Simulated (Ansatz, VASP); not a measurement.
**Cross-check of In2O3 between VASP and Ansatz**

Aim: how closely do two programs agree when they are given the same cell, functional and k mesh? The structure shown is frame 30 of Ansatz's trajectory.

Main program and level: Ansatz 0.2.0; plane waves, with VASP 6.6.1 beside it; single point at RPBE.

## (1) Set-up

The cell holds 100 atoms: 40 In and 60 O. Cell: a = 11.200 Å, b = 11.200 Å, c = 11.200 Å, α = 90.0°, β = 90.0°, γ = 90.0°. As first built, before any earlier steps moved the atoms (in the runner's words): 100 atoms (40 Sc, 60 O) placed at random at 3.63 g/cm^3, melted at 5000 K for 10 ps at fixed volume with the Morse and Coulomb pair potential with partial charges (Pedone, Malavasi, Menziani, Cormack and Segre, J. Phys. Chem. B 110, 11780 (2006)). Quenched from 5000 K to 300 K at 20 K/ps and fixed volume, held 10 ps at zero pressure, then minimised at fixed cell. Then Sc was replaced by In and the cell scaled by 1.038 (the potential has no terms for the new elements, so the cell is a start for a DFT relaxation).

## (2) Ansatz: dynamics, RPBE

Ansatz runs on its default PAW (the set named soft_2) files.

One frame of this run of dynamics is then solved in both programs, so the motion causes no difference.

Input file input.yaml:

```yaml
crystal:
  lattice:
    - [11.2005, 0.0, 0.0]
    - [0.0, 11.2005, 0.0]
    - [0.0, 0.0, 11.2005]
  atoms:
    - { symbol: In, position: [0.37801, 0.35837, 0.89852] }
    - { symbol: In, position: [0.39562, 0.46279, 0.39013] }
    - { symbol: In, position: [0.13526, 0.51269, 0.45948] }
    - { symbol: In, position: [0.87251, 0.5376, 0.07004] }
    - { symbol: In, position: [0.62573, 0.39967, 0.13967] }
    - { symbol: In, position: [0.90468, 0.56645, 0.70041] }
    - { symbol: In, position: [0.67574, 0.488, 0.44112] }
    - { symbol: In, position: [0.92346, 0.146, 0.07429] }
    - { symbol: In, position: [0.86334, 0.85382, 0.97751] }
    - { symbol: In, position: [0.62809, 0.62811, 0.9476] }
    - { symbol: In, position: [0.88036, 0.3229, 0.27768] }
    - { symbol: In, position: [0.64316, 0.44096, 0.76432] }
    - { symbol: In, position: [0.43492, 0.9354, 0.94633] }
    - { symbol: In, position: [0.17004, 0.102, 0.83931] }
    - { symbol: In, position: [0.87103, 0.25507, 0.5889] }
    - { symbol: In, position: [0.16853, 0.90207, 0.04691] }
    - { symbol: In, position: [0.14531, 0.82518, 0.74227] }
    - { symbol: In, position: [0.37575, 0.00797, 0.58299] }
    - { symbol: In, position: [0.62212, 0.20944, 0.3575] }
    - { symbol: In, position: [0.40576, 0.95068, 0.28305] }
    - { symbol: In, position: [0.42085, 0.7372, 0.47571] }
    - { symbol: In, position: [0.16518, 0.30739, 0.64674] }
    - { symbol: In, position: [0.44275, 0.27685, 0.63278] }
    - { symbol: In, position: [0.91724, 0.3404, 0.88256] }
    - { symbol: In, position: [0.89246, 0.74211, 0.48037] }
    - { symbol: In, position: [0.1475, 0.20131, 0.37066] }
    - { symbol: In, position: [0.63395, 0.80115, 0.73261] }
    - { symbol: In, position: [0.89222, 0.93906, 0.66045] }
    - { symbol: In, position: [0.12326, 0.61918, 0.94605] }
    - { symbol: In, position: [0.89648, 0.96041, 0.29624] }
[... 64 atom lines left out ...]
    - { symbol: O, position: [0.55891, 0.26789, 0.78628] }
    - { symbol: O, position: [0.96105, 0.52946, 0.88994] }
    - { symbol: O, position: [0.22017, 0.65855, 0.79054] }
    - { symbol: O, position: [0.52558, 0.15808, 0.51415] }
    - { symbol: O, position: [0.0555, 0.46723, 0.62109] }
    - { symbol: O, position: [0.07366, 0.06081, 0.00403] }
kpoints:
  mp_grid: { grid: [1, 1, 1] }
hamiltonian:
  xc: rpbe
scf:
  occupations: { method: fermi_dirac, width: 0.025 }
output:
  forces: true
  stress: true
md:
  timestep: 1.0
  n_steps: 90
  ensemble: nvt_nose_hoover
  temperature: 900
  initial_velocities: maxwell_boltzmann
  seed: 3575
```

The run is started by

```sh
> ansatz run input.yaml --threads 4 --pin off --max-ram 8192MiB --backend cpu --events-out ev --progress --plain --runs-dir out
```

Numbers of over 12 decimals in the logs are rounded to 6 here.

What it wrote:

```text
Warning: md: disabling space-group detection — thermal motion breaks the input geometry's symmetry, so no spatial operation reduces the k-mesh or symmetrises the density; time reversal is kept, so that k and −k are solved as one point where they differ and the mesh holds both, and exact exchange and, on two spinor components, a DFT+U term hold to it where the run has them: on two components no moment then forms, and  [...]
Warning: output.stress: scf.convergence.dr2_threshold = 1e-7 eV (the SCF's general default) is looser than the 1e-8 eV advised for a printed stress (1e-10 eV for each atom of the cell: 100). What an SCF threshold leaves in a stress goes as its square root, and in the free energy as the threshold itself, and one threshold admits the most on a small cell: [figures from the program's tests cut] Set scf.convergence.dr2_threshold to 1e-8 eV or tighter. The threshold is an SCF's pass mark: one that does not reach it within its budget of iterations ends unconverged, or closes short of it on a stop that the run arms, and scf.convergence.dr2_threshold's page says what that costs each kind of run
Engine: ansatz 0.2.0, aarch64-unknown-linux-gnu
Pseudopotentials: kind: paw
Pseudopotential: In, paw, valence charge 13, recommended cutoff 420 eV (normal), In.paw.azcp
Pseudopotential: O, paw, valence charge 6, recommended cutoff 420 eV (normal), O.paw.azcp
Functional definition: RPBE
  parameter kappa = 0.804
  parameter beta = 0.066725
  exchange = rpbe_x(kappa = kappa, mu = beta*pi^2/3)
  correlation = pbe_c(beta = beta)
Crystal: 100 atoms, lattice volume = 1405.116 Å³
Basis set: ecut = 420 eV, 27609 PW (Γ), exchange–correlation on 150×150×150 points (8 copies of the dense FFT grid, shifted against one another)
Bands: 540, of which v1, the nominal top of the filled ones, is band 440 counted from 1 (439 counted from 0)
Symmetry: 1 space group operations
k-points: 1
Non-local potential: In, projectors of the file, l = 0: 2, l = 1: 2, l = 2: 2, l = 3: 2
Non-local potential: O, projectors of the file, l = 0: 2, l = 1: 2, l = 2: 1
PAW form: soft (Blöchl's): semilocal exchange-correlation on the pseudo side does not see the compensation charge
PAW frozen core: In, regenerated for the run's functional, and the local potential with it (the file was generated under x = pbe(κ = 0.804, μ = 0.219515), c = pbe(β = 0.066725))
PAW frozen core: O, regenerated for the run's functional, and the local potential with it (the file was generated under x = pbe(κ = 0.804, μ = 0.219515), c = pbe(β = 0.066725))
PAW one-centre angular grid: In, 590 points (default); XC on 64 Gauss nodes
PAW one-centre angular grid: O, 110 points (default); XC on 64 Gauss nodes
Initial density: superposition of atomic densities (neutral atoms: chi_scale 0, normalization atom), corrected by the library's trained network
Initial wavefunctions: pseudopotential atomic-orbital guess
Functional: x = rpbe, c = pbe(β = 0.066725)
SCF iter   1: F=—  HF=-258395.599252 eV  |F-HF|=—  |Δ(HF+E_count)|=         —  Δρ=5.76e-3  dr2=4.45e-1  ethr=1.77e-3  ⟨swp⟩=6.0  Hψ=1988  notcnv=0  defer=3
preconditioner: auto → Resta (q_TF=auto, 2.524 Å⁻¹)  ε∞=4.4  [insulator: Δε(μ)=0.647 eV  Ē_g=15.948 eV  σ=0.025 eV  W_gap=1.00  n_scr=388 (ndim 8)  ℏωp=29.4 eV  f_vac=0.063  D(μ)=0.00/eV (n_scr^D=0)  ε∞_Penn≈4.4]
SCF iter   2: F=—  HF=-258395.510050 eV  |F-HF|=—  |Δ(HF+E_count)|=   8.92e-2  Δρ=2.73e-3  dr2=5.83e-2  ethr=5.06e-5  ⟨swp⟩=2.0  Hψ=1027  notcnv=0  defer=93
SCF iter   3: F=—  HF=-258395.506134 eV  |F-HF|=—  |Δ(HF+E_count)|=   3.92e-3  Δρ=1.10e-3  dr2=1.96e-2  ethr=6.63e-6  ⟨swp⟩=2.0  Hψ=848  notcnv=0  defer=93
SCF iter   4: F=—  HF=-258395.506045 eV  |F-HF|=—  |Δ(HF+E_count)|=   8.92e-5  Δρ=4.23e-4  dr2=2.65e-3  ethr=2.23e-6  ⟨swp⟩=2.0  Hψ=840  notcnv=0  defer=93
SCF iter   5: F=—  HF=-258395.506888 eV  |F-HF|=—  |Δ(HF+E_count)|=   8.43e-4  Δρ=2.08e-4  dr2=6.18e-4  ethr=3.01e-7  ⟨swp⟩=2.0  Hψ=887  notcnv=0  defer=93
SCF iter   6: F=—  HF=-258395.507346 eV  |F-HF|=—  |Δ(HF+E_count)|=   4.59e-4  Δρ=7.95e-5  dr2=1.02e-4  ethr=7.02e-8  ⟨swp⟩=2.0  Hψ=887  notcnv=0  defer=93
SCF iter   7: F=—  HF=-258395.507505 eV  |F-HF|=—  |Δ(HF+E_count)|=   1.59e-4  Δρ=6.87e-5  dr2=6.33e-5  ethr=1.16e-8  ⟨swp⟩=2.0  Hψ=886  notcnv=0  defer=93
[...]
md step    88: t =    88.00 fs  T =   517.6 K  F+E_penalty+E_count = -258389.29521822 eV  E_kin = 6.623618 eV  conserved = -258383.98265299 eV  P_inst = 4.4629 GPa  (3 SCF iters)
[...]
md step    89: t =    89.00 fs  T =   519.6 K  F+E_penalty+E_count = -258389.30018296 eV  E_kin = 6.649604 eV  conserved = -258383.98265918 eV  P_inst = 4.4983 GPa  (3 SCF iters)
[...]
md step    90: t =    90.00 fs  T =   521.9 K  F+E_penalty+E_count = -258389.30822830 eV  E_kin = 6.678517 eV  conserved = -258383.98266976 eV  P_inst = 4.5325 GPa  (8 SCF iters)
SCF converged after 8 iterations
Free energy (F): -258389.308228 eV
Harris-Foulkes:  -258389.308228 eV  (|F-HF|=1.05e-7)
Internal energy: -258389.308222 eV  (E = F + TS)
E sigma→0 (E₀):  -258389.308225 eV
Entropy (-TS):   -0.000006 eV (-0.000 meV/atom)
Fermi energy:    8.203964 eV
--- Per-component energies (eV) ---
  E_band       = -841.266571
  E_kinetic    = 20269.472777
  E_local      = -64850.767867  (includes V_loc(G=0)·N_el)
  E_nonlocal   = 17669.464364
  E_hartree    = 25084.609277
  E_xc         = -12999.304396
  E_vxc        = -9521.450998  (∫ρ·V_xc dr)
  E_paw        = -176314.700430  (= ΣΔE_a)
  E_vpaw       = -14577.343654  (= ΣTr[D̂ρ^β])
  E_aug_tail   = 0.144062  (compensation charges beyond the density's cutoff)
  E_ewald      = -67249.666181
  E_core_change = 1.440170  (= ΣΔE_core)
  E_smearing   = -0.000006  (= −TS)
  E_closure    = 0.000000  (closes the sum)
  Σ components = -258389.308228   (vs F -258389.308228, Δ=0.00e0)
--- Forces (eV/Å), atoms counted from 1 ---
  atom   1  In     0.64808352     0.29273969     1.78371944
  atom   2  In    -0.32742164     0.40879610    -0.21013248
  atom   3  In    -0.66300814    -1.56854127     0.42770160
  atom   4  In    -0.61939371     0.38184165    -0.06223835
  atom   5  In    -0.84046662     0.72942998     1.18199973
  atom   6  In    -1.12328951    -0.79079681    -0.05909268
  atom   7  In    -0.86774115    -1.75033610    -0.30892902
  atom   8  In    -2.13750391     0.20464694     1.22535855
  atom   9  In     1.29072318    -0.31571458     0.61091899
  atom  10  In     0.84328029    -1.25925942     0.04599812
  atom  11  In    -0.27915864     0.30525836     0.37177682
  atom  12  In     1.63971139    -0.07756572     0.56256232
  atom  13  In    -1.06438727    -0.72425784     0.02040191
  atom  14  In     1.47829012    -0.61999914     0.08622406
  atom  15  In    -1.53610071     0.99349125    -0.35488528
  atom  16  In     1.11337789     0.54214105     0.52923766
  atom  17  In    -1.53733874    -0.27378101     0.79955921
  atom  18  In     1.04233206    -0.82441051    -1.38266300
  atom  19  In     0.21429005    -0.49443156     0.06547773
  atom  20  In     0.06809723    -0.91231546     2.84795627
  atom  21  In    -0.57840667     0.87486238    -1.28853283
  atom  22  In     0.30335441     0.95834169     1.26042114
  atom  23  In     0.85716893     0.48799843     0.29336572
  atom  24  In     0.60317792     1.61468984     1.61159427
[...]
atom  93  O     -0.31983043    -0.52831929     0.34271746
  atom  94  O      0.04135310     0.27345625     0.10720410
  atom  95  O     -0.04270718     0.33844522     0.18417204
  atom  96  O      1.01030519    -0.66981139     1.42994787
  atom  97  O      1.10695181     0.29622858    -0.71317359
  atom  98  O      0.25042256     0.54141157    -0.59336817
  atom  99  O      1.25471277    -0.88657551    -0.74446355
  atom 100  O      0.50844309    -0.60995227     0.13916999
  max |Σ_I F_I| component: 4.35e-5 eV/Å
--- Stress (GPa, compression-positive) ---
        1.360301       0.464453       0.414033
        0.464453       5.190435      -2.868886
        0.414032      -2.868886       5.508499
  P = ⅓ Tr σ = 4.0197 GPa (40.197 kbar)
--- MD trajectory: 90 steps, t = 0.0 → 90.0 fs ---
  final state: T = 521.9 K   F+E_penalty+E_count = -258389.30822830 eV   E_kin = 6.678517 eV
  conserved energy: peak-to-peak 7.974e-3 eV (7.974e-5 eV/atom) over 90.0 fs
```

## (3) VASP: single point, RPBE

The same cell, functional, mesh and smearing now go to VASP, with its own data sets.

Lines of VASP's logs that name or quote its potential files are left out, and so is its time.

Input file INCAR:

```
SYSTEM = In2O3
PREC = Accurate
ENCUT = 520
EDIFF = 1E-06
NELM = 120
ISMEAR = -1
SIGMA = 0.025
LREAL = Auto
ALGO = Normal
GGA = RP
NBANDS = 512
LORBIT = 11
LWAVE = .FALSE.
LCHARG = .FALSE.
ISIF = 2
LASPH = .TRUE.
GGA_COMPAT = .FALSE.
EFERMI = MIDGAP
NCORE = 2
```

Input file POSCAR:

```
In2O3
1.0
   11.2005000000      0.0000000000      0.0000000000
    0.0000000000     11.2005000000      0.0000000000
    0.0000000000      0.0000000000     11.2005000000
In O
40 60
Direct
    0.3724208741      0.3555912682      0.9007097897
    0.3942948975      0.4577384938      0.3955805544
    0.1406365787      0.5209499576      0.4556314450
    0.8735502879      0.5414579706      0.0614436855
    0.6284808714      0.4006071158      0.1285389045
    0.9119860721      0.5747779117      0.7119503594
    0.6632918173      0.4952368198      0.4352930673
    0.9337440293      0.1468148743      0.0764251596
    0.8531851257      0.8515869827      0.9735815365
    0.6217490291      0.6377840275      0.9603321280
    0.8793982411      0.3201285657      0.2736038570
    0.6269362975      0.4443194500      0.7607160395
    0.4379358064      0.9383063256      0.9336547476
    0.1716262667      0.1053613678      0.8404624794
    0.8733270836      0.2451944110      0.5963305210
    0.1694835052      0.9030578992      0.0393910986
    0.1603410562      0.8209276372      0.7502432927
    0.3622963261      0.0053926164      0.5824025713
    0.6209454935      0.2123208785      0.3683764118
    0.4034373465      0.9464041784      0.2822195438
    0.4212669077      0.7533324405      0.4807285389
    0.1533770814      0.2993705638      0.6350787911
    0.4451408419      0.2723003437      0.6241596357
    0.9235659122      0.3482612383      0.8814070800
    0.8866657738      0.7361546360      0.4837730458
    0.1528324628      0.1927056828      0.3734029731
    0.6405428329      0.7985625642      0.7319048257
    0.8896120709      0.9376277845      0.6615151109
    0.1276014464      0.6213294049      0.9393777064
    0.8903263247      0.9660729432      0.2974331503
[... 64 atom lines left out ...]
    0.5565822954      0.2721932057      0.7921432079
    0.9817686710      0.5185482791      0.8786304183
    0.2067318423      0.6433373510      0.7794384179
    0.5160305344      0.1434043123      0.5153966341
    0.0665506004      0.4747109504      0.6247756797
    0.0901388331      0.0705593500      0.0106245257
```

Input file KPOINTS:

```
Automatic mesh
0
Gamma
1 1 1
0 0 0
```

Potentials, in the order of the species: In_d and O (PBE family, release 64).

The run is started by

```sh
> mpirun -np 8 vasp_gam
```

What it wrote:

```text
[banner, memory and clock lines left out]
running    8 mpi-ranks, on    1 nodes
[...]
|                                                                             |
|               ----> ADVICE to this user running VASP <----                  |
|                                                                             |
|     You enforced a specific xc type in the INCAR file but a different       |
|     [... a line on the potential file left out ...]
|     I HOPE YOU KNOW WHAT YOU ARE DOING!                                     |
|                                                                             |

 LDA part: xc-table for (Slater+PW92), standard interpolation
 POSCAR, INCAR and KPOINTS ok, starting setup
[...]
entering main loop
       N       E                     dE             d eps       ncg     rms          rms(c)
DAV:   1     0.217330369721E+05    0.21733E+05   -0.37213E+05  1024   0.277E+03
DAV:   2     0.596004659640E+04   -0.15773E+05   -0.15242E+05  1024   0.873E+02
DAV:   3     0.549558760108E+03   -0.54105E+04   -0.51245E+04  1024   0.391E+02
DAV:   4    -0.543102993945E+03   -0.10927E+04   -0.10563E+04  1408   0.172E+02
[...]
DAV:  18    -0.501325105559E+03   -0.27553E-04   -0.68425E-05  1304   0.240E-02    0.158E-02
DAV:  19    -0.501325108193E+03   -0.26336E-05   -0.16293E-05  1424   0.188E-02    0.980E-03
DAV:  20    -0.501325108389E+03   -0.19612E-06   -0.64725E-06   952   0.626E-03
   1 F= -.50132511E+03 E0= -.50132442E+03  d E =-.137900E-02
```

Parts of OUTCAR (step 3):

```text
  FREE ENERGIE OF THE ION-ELECTRON SYSTEM (eV)
  ---------------------------------------------------
  free  energy   TOTEN  =      -501.3251083892 eV

  energy  without entropy=     -501.3237293857  energy(sigma->0) =     -501.32441889
```

The run ends at a pressure of 3.62 GPa, with forces up to 3.2 eV/Å.

## (4) Side by side

Known differences besides the potentials themselves: the cutoff is 420 eV in Ansatz and 520 eV in VASP (PREC = Accurate, projectors in real space); Ansatz makes its cores anew for this functional, VASP keeps those of its PBE data sets. Total energies have different zeros and are not compared.

Forces on 9 of the 100 atoms, those with the largest forces and the largest differences (eV/Å; atoms numbered as in POSCAR):

```tsv
atom	Ansatz x, y, z	VASP x, y, z
In6	-0.526, -0.734, -1.789	-0.558, -0.771, -1.826
In7	2.015, 0.222, 0.690	2.062, 0.210, 0.697
In16	-0.658, 0.514, 1.785	-0.653, 0.491, 1.820
In21	0.228, -2.492, 0.050	0.215, -2.520, 0.026
In24	-0.270, -3.126, -0.572	-0.279, -3.143, -0.561
In25	0.614, -0.281, -1.212	0.660, -0.249, -1.190
In34	0.209, 1.937, 1.223	0.222, 1.928, 1.226
In39	0.118, -1.437, 1.333	0.121, -1.445, 1.350
O71	-0.431, -0.241, -0.395	-0.443, -0.264, -0.451
```

The forces differ by 21 meV/Å r.m.s., which is 3.1 % of the r.m.s. force of 0.674 eV/Å (both taken over all components).

## (5) Results

| Property | Result |
| --- | --- |
| r.m.s. force difference (single point, RPBE) | 3.1 % of the r.m.s. force |

What this shows: The r.m.s. force difference is 3.1 % of the r.m.s. force (single point, RPBE), at about the 3 % picked in this series as the mark of a large difference. What causes the difference of the single point, RPBE pair stays open here. 2 further runs of this series are not shown here. Such differences can come from data sets, numerical settings and the points named under the comparisons, not from the functional's error against experiment.

[Lines on the potential files, build, host, timing and source positions are cut from VASP's logs without a mark.]

[Logs are printed without paths, hosts, clocks, repeated set-up lines and the standing remarks that a program may print on its own settings, such as how far it seeks lower states.]

[Hosts, paths, dates, database ids (printed as entryN), source tags and the programs' standing remarks are cut or masked in the printed files.]
